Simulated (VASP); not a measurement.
Consider the following.

```xyz
2
Lattice="0.0000 2.3460 2.3460 2.3460 0.0000 2.3460 2.3460 2.3460 0.0000" Properties=species:S:1:pos:R:3 pbc="T T T"
Na     0.0000     0.0000     0.0000
F      2.3460     2.3460     2.3460
```

Computed with PBE GGA, VASP's PBE PAW potentials (set 64) (plane waves; VASP 6.6.1). Settings: 650 eV cut-off, 9×9×9 Γ-centred mesh, Gaussian smearing of 0.050 eV, potentials Na_pv F.

### Question
Give the elastic stiffness tensor with the ions relaxed (GPa, in the frame of the cell).

### Answer

```
      xx    yy    zz    yz    xz    xy
--  ----  ----  ----  ----  ----  ----
xx  94.8  21.7  21.7   0.0   0.0   0.0
yy  21.7  94.8  21.7   0.0   0.0   0.0
zz  21.7  21.7  94.8   0.0   0.0   0.0
yz   0.0   0.0   0.0  27.1   0.0   0.0
xz   0.0   0.0   0.0   0.0  27.1   0.0
xy   0.0   0.0   0.0   0.0   0.0  27.1
```

### Question
Predict the Hill bulk modulus, Hill shear modulus, Young's modulus, Poisson's ratio.

### Answer

```json
{
  "hill_bulk_modulus": "46.1 GPa",
  "hill_shear_modulus": "30.5 GPa",
  "Young's modulus": "75.0 GPa",
  "Poisson's ratio": "0.229"
}
```

The compound is NaF in the rock salt structure. It was relaxed first.
